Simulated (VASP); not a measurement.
MnCl3, 4 atoms in the cell. The structure is cubic, space group Fm-3m (No. 225). Conventional cell: a = 6.825 Å, b = 6.825 Å, c = 6.825 Å, α = 90.00°, β = 90.00°, γ = 90.00°. Mn (site symmetry m-3m) has 8 Cl at 2.96 Å as nearest neighbours. Cl (site symmetry -43m) has 4 Mn at 2.96 Å and 4 Cl at 2.96 Å as nearest neighbours. Cl (site symmetry m-3m) is surrounded by 8 Cl at 2.96 Å. The cell was built by a generator and needn't be a form met in nature. The cell isn't the ideal one: species swapped into the Na3In type (Fm-3m, No. 225).

```yaml
Program: VASP 6.6.1
Task: single point
Functional: PBE
Potentials_or_basis: VASP PAW PBE potentials, release 64 (Mn_pv, Cl)
Cutoff: 520 eV
k_mesh: 12 × 12 × 12
Occupations: gaussian, width 0.1 eV
Spin: collinear spin, typed start
Starting_moments: "[5.03, -0.26, -0.26, -0.26] μB"
Dipole_correction: no
Further_INCAR_settings: ALGO = Fast; EDIFF = 1e-07; NBANDS = 29
```

Potentials or basis: VASP PAW PBE potentials, release 64 (Mn_pv, Cl).

The run is started by

```sh
$ cat potpaw_PBE.64/Mn_pv/POTCAR potpaw_PBE.64/Cl/POTCAR > POTCAR
$ mpirun -np 1 vasp_std > vasp.out
```

Hardware: 1 thread of Intel(R) Xeon(R) 6975P-C (Granite Rapids), with other jobs on the host.

Task: Estimate the wall time of this run.

Result: Run time: 4.1 min on 1 thread of Intel(R) Xeon(R) 6975P-C (Granite Rapids), with other jobs on the host, peak memory 0.39 GiB. Counts: scf iterations 20, k points 72.
